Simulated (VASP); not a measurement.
PbF$_{2}$ (fluorite) is relaxed at rising pressure, each step from the one before. Symmetry mostly holds the structure type, and other phases were not tried. The mesh follows the cell, and a change of mesh leaves a small step in the series.

Given:

```cif
data_F2Pb
_chemical_formula_sum 'Pb1 F2'
_space_group_name_H-M_alt 'P 1'
_space_group_IT_number 1
_cell_length_a 4.23849
_cell_length_b 4.23849
_cell_length_c 4.23849
_cell_angle_alpha 60.000
_cell_angle_beta 60.000
_cell_angle_gamma 60.000
loop_
_space_group_symop_operation_xyz
  'x, y, z'
loop_
_atom_site_label
_atom_site_type_symbol
_atom_site_fract_x
_atom_site_fract_y
_atom_site_fract_z
_atom_site_occupancy
Pb1 Pb 0.00000 0.00000 0.00000 1
F1 F 0.25000 0.25000 0.25000 1
F2 F 0.75000 0.75000 0.75000 1
```

The numbers are results of PBE GGA, VASP's PBE PAW potentials (set 64) (plane waves; VASP), not measurements. Settings: 620 eV cut-off, 7×7×7 Γ-centred mesh, Gaussian smearing of 0.050 eV, potentials Pb_d F.

| P (GPa) | V (Å³/atom) | H − H(0) (eV/atom) | space group | k-mesh |
|---|---|---|---|---|
| 0 | 17.95 | 0.000 | Fm-3m | 7×7×7 |
| 5 | 16.82 | 0.544 | Fm-3m | 7×7×7 |
| 10 | 16.02 | 1.058 | Fm-3m | 7×7×7 |
| 20 | 14.86 | 2.022 | Fm-3m | 7×7×7 |
| 30 | 14.03 | 2.924 | Fm-3m | 7×7×7 |
| 45 | 13.10 | 4.193 | Fm-3m | 7×7×7 |

Pressures at which the relaxation failed are left out.

The compound is PbF2 in the fluorite structure, the β form.
